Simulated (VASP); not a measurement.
Level of theory: LDA (Ceperley-Alder, Perdew-Zunger), VASP's LDA PAW potentials (set 64) (plane waves; VASP 6.6.1).

A VASP calculation is set up with these files.

### INCAR
```
SYSTEM=SiC
PREC=Accurate; ENCUT=240; LREAL=F
LASPH=T
EDIFF=1E-6; NELM=100; ALGO=Normal
ISMEAR=-1; SIGMA=0.136
ISIF=2
LWAVE=F; LCHARG=F
```

KPOINTS:
```
Automatic
0
G
 6 6 6
```

File POSCAR:
```
SiC
3.1313380
  1.0000000000   0.0000000000   0.0000000000
 -0.5000000000   0.8660256414   0.0000000000
  0.0000000000   0.0000000000   3.2737440034
Si C
4 4
Cart
  0.0000000000   0.0000000000   0.0000000000
  0.0000000000   0.0000000000   1.6368720017
  0.5000005000   0.2886749251   2.4558972764
 -0.0000005000   0.5773507163   0.8190252748
  0.0000000000   0.0000000000   2.6588039298
  0.0000000000   0.0000000000   1.0219319281
  0.5000005000   0.2886749251   1.8440672597
 -0.0000005000   0.5773507163   0.2071952580
```

POTCAR, in this order: Si C (LDA.64 set). Program: vasp_std.

The resulting files:

OUTCAR:
```
 ion  position               nearest neighbor table
   1  0.000  0.000  0.000-   8 1.92   8 1.92   8 1.92   5 1.93   3 3.13   3 3.13   3 3.13   4 3.14
                             4 3.14   4 3.14
   2  0.000  0.000  0.500-   7 1.92   7 1.92   7 1.92   6 1.93   4 3.13   4 3.13   4 3.13   3 3.14
                             3 3.14   3 3.14
   3  0.667  0.333  0.750-   7 1.92   5 1.92   5 1.92   5 1.92   1 3.13   1 3.13   1 3.13   2 3.14
                             2 3.14   2 3.14
   4  0.333  0.667  0.250-   8 1.92   6 1.92   6 1.92   6 1.92   2 3.13   2 3.13   2 3.13   1 3.14
                             1 3.14   1 3.14
   5  0.000  0.000  0.812-   3 1.92   3 1.92   3 1.92   1 1.93
   6  0.000  0.000  0.312-   4 1.92   4 1.92   4 1.92   2 1.93
   7  0.667  0.333  0.563-   3 1.92   2 1.92   2 1.92   2 1.92
   8  0.333  0.667  0.063-   4 1.92   1 1.92   1 1.92   1 1.92
  LATTYP: Found a hexagonal cell.
 ALAT       =     3.1313380000
 C/A-ratio  =     3.2737440034
 Subroutine PRICEL returns:
 Original cell was already a primitive cell.
 Subroutine GETGRP returns: Found 12 space group operations
The static configuration has the point symmetry C_3v.
 The point group associated with its full space group is C_6v.
The dynamic configuration has the point symmetry C_3v.
 Subroutine INISYM returns: Found 12 space group operations
 Subroutine IBZKPT returns following result:
 Found     28 irreducible k-points:

 Following reciprocal coordinates:
            Coordinates               Weight
  0.000000  0.000000  0.000000      1.000000
  0.166667  0.000000  0.000000      6.000000
  0.333333 -0.000000  0.000000      6.000000
  0.500000  0.000000  0.000000      3.000000
  0.166667  0.166667  0.000000      6.000000
  0.333333  0.166667  0.000000     12.000000
  0.333333  0.333333  0.000000      2.000000
  0.000000  0.000000  0.166667      2.000000
  0.166667  0.000000  0.166667     12.000000
  0.333333 -0.000000  0.166667     12.000000
  0.500000  0.000000  0.166667      6.000000
  0.166667  0.166667  0.166667     12.000000
  0.333333  0.166667  0.166667     24.000000
  0.333333  0.333333  0.166667      4.000000
  0.000000  0.000000  0.333333      2.000000
  0.166667  0.000000  0.333333     12.000000
  0.333333 -0.000000  0.333333     12.000000
  0.500000  0.000000  0.333333      6.000000
  0.166667  0.166667  0.333333     12.000000
  0.333333  0.166667  0.333333     24.000000
  0.333333  0.333333  0.333333      4.000000
  0.000000  0.000000  0.500000      1.000000
  0.166667  0.000000  0.500000      6.000000
  0.333333 -0.000000  0.500000      6.000000
  0.500000  0.000000  0.500000      3.000000
  0.166667  0.166667  0.500000      6.000000
  0.333333  0.166667  0.500000     12.000000
  0.333333  0.333333  0.500000      2.000000
   k-points           NKPTS =     28   k-points in BZ     NKDIM =     28   number of bands    NBANDS=     21
   number of dos      NEDOS =    301   number of ions     NIONS =      8
   total plane-waves  NPLWV =  13824
   dimension x,y,z NGX =    16 NGY =   16 NGZ =   54
   dimension x,y,z NGXF=    32 NGYF=   32 NGZF=  108
   ions per type =               4   4
   PREC   = accura    normal or accurate (medium, high low for compatibility)
   ISTART =      0    job   : 0-new  1-cont  2-samecut
   ICHARG =      2    charge: 1-file 2-atom 10-const
   ISPIN  =      1    spin polarized calculation?
   LNONCOLLINEAR =      F non collinear calculations
   LSORBIT =      F    spin-orbit coupling
   INIWAV =      1    electr: 0-lowe 1-rand  2-diag
   ENCUT  =  240.0 eV  17.64 Ry    4.20 a.u.   3.96  3.96 12.95*2*pi/ulx,y,z
   NELM   =    100;   NELMIN=  2; NELMDL= -5     # of ELM steps
   EDIFF  = 0.1E-05   stopping-criterion for ELM
   LREAL  =      F    real-space projection
   NLSPLINE    = F    spline interpolate recip. space projectors
   LMAXMIX     =    2 max onsite mixed and CHGCAR
...
```

File OSZICAR:
```
       N       E                     dE             d eps       ncg     rms          rms(c)
DAV:   1     0.367232477989E+02    0.36723E+02   -0.92107E+03  1176   0.721E+02
DAV:   2    -0.680097781444E+02   -0.10473E+03   -0.98127E+02  1663   0.164E+02
DAV:   3    -0.724496480926E+02   -0.44399E+01   -0.44187E+01  1451   0.364E+01
DAV:   4    -0.725097790890E+02   -0.60131E-01   -0.60065E-01  1463   0.457E+00
DAV:   5    -0.725112014301E+02   -0.14223E-02   -0.14221E-02  1446   0.638E-01    0.175E+01
DAV:   6    -0.668102978675E+02    0.57009E+01   -0.17586E+01  1366   0.192E+01    0.836E+00
DAV:   7    -0.664799558306E+02    0.33034E+00   -0.16252E+00  1599   0.601E+00    0.290E+00
DAV:   8    -0.664138043459E+02    0.66151E-01   -0.12139E-01  1386   0.178E+00    0.833E-01
DAV:   9    -0.664071033265E+02    0.67010E-02   -0.13771E-02  1416   0.658E-01    0.165E-01
DAV:  10    -0.664071347459E+02   -0.31419E-04   -0.55781E-04  1396   0.148E-01    0.709E-02
DAV:  11    -0.664071405824E+02   -0.58365E-05   -0.26684E-05  1487   0.363E-02    0.130E-02
DAV:  12    -0.664071392879E+02    0.12945E-05   -0.37656E-06  1271   0.110E-02    0.415E-03
DAV:  13    -0.664071391115E+02    0.17647E-06   -0.86534E-07   888   0.499E-03
   1 F= -.66407139E+02 E0= -.66407057E+02  d E =-.163764E-03
```

OUTCAR:
```
------------------------ aborting loop because EDIFF is reached ----------------------------------------
  FORCE on cell =-STRESS in cart. coord.  units (eV):
  Direction    XX          YY          ZZ          XY          YZ          ZX
  --------------------------------------------------------------------------------------
  Total      -16.8556557    -16.8556649    -16.5864923      0.0000000      0.0000000     -0.0000000
  in kB     -310.2350922   -310.2352625   -305.2810318      0.0000000      0.0000000     -0.0000000
  external PRESSURE =    -308.5837955 kB  Pullay stress =       0.0000000 kB
  volume of cell :       87.05
      direct lattice vectors                 reciprocal lattice vectors
     3.131338000  0.000000000  0.000000000     0.319352302  0.184378087  0.000000000
    -1.565669000  2.711819000  0.000000000     0.000000000  0.368756174  0.000000000
     0.000000000  0.000000000 10.251199000     0.000000000  0.000000000  0.097549565
  FREE ENERGIE OF THE ION-ELECTRON SYSTEM (eV)
  ---------------------------------------------------
  free  energy   TOTEN  =       -66.4071391115 eV

  energy  without entropy=      -66.4069753470  energy(sigma->0) =      -66.40705723
```
(Selected blocks of OUTCAR.)

At this cut-off the stress carries a Pulay error, which pulls relaxed volumes low.

The structure was generated: SiC was put into an ordered model structure, which need not be its known phase. The cell was not relaxed at this level. The run is one of a series of settings (ENCUT = 240, GGA removed, SIGMA = 0.136, KPOINTS 6×6×6 Γ-centred mesh, POTCAR Si C (LDA.64 set) against the base run), some of them coarse on purpose.
